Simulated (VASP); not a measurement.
Calculation: PBE GGA, VASP's PBE PAW potentials (set 64) (plane waves; VASP).

VASP input:

### INCAR
```
SYSTEM = RuSe
PREC = Accurate; ENCUT = 400; LREAL = .FALSE.
LASPH = .TRUE.; NELECT = 20.5
EDIFF = 1E-6; NELM = 100; ALGO = Normal
LMAXMIX = 4
ISMEAR = 0; SIGMA = 0.05
GGA = PE
ISIF = 2
LWAVE = .FALSE.; LCHARG = .FALSE.
```

KPOINTS:
```
Automatic mesh
0
Gamma
8 8 8
0 0 0
```

**POSCAR**
```
RuSe
1
    2.9937560000     0.0000000000     0.0000000000
    0.0000000000     2.9937560000     0.0000000000
    0.0000000000     0.0000000000     2.9937560000
Ru Se
1 1
Direct
  0.0000000000   0.0000000000   0.0000000000
  0.5000000000   0.5000000000   0.5000000000
```

POTCAR, in this order: Ru_pv Se (PBE.64 set). Program: vasp_std.

What will the output report for the number of irreducible k-points (NKPTS), number of bands (NBANDS), largest plane-wave count, number of space-group operations, FFT grid (NGX, NGY, NGZ)?

* **number of irreducible k-points (NKPTS)**: 35
* **number of bands (NBANDS)**: 14
* **largest plane-wave count**: 500
* **number of space-group operations**: 48
* **FFT grid (NGX, NGY, NGZ)**: 20 × 20 × 20

The structure was generated: RuSe was put into the CsCl type (Pm-3m), which need not be its known phase. The cell was not relaxed at this level. The run is one of a series of settings (NELECT = 20.5 against the base run), some of them coarse on purpose.
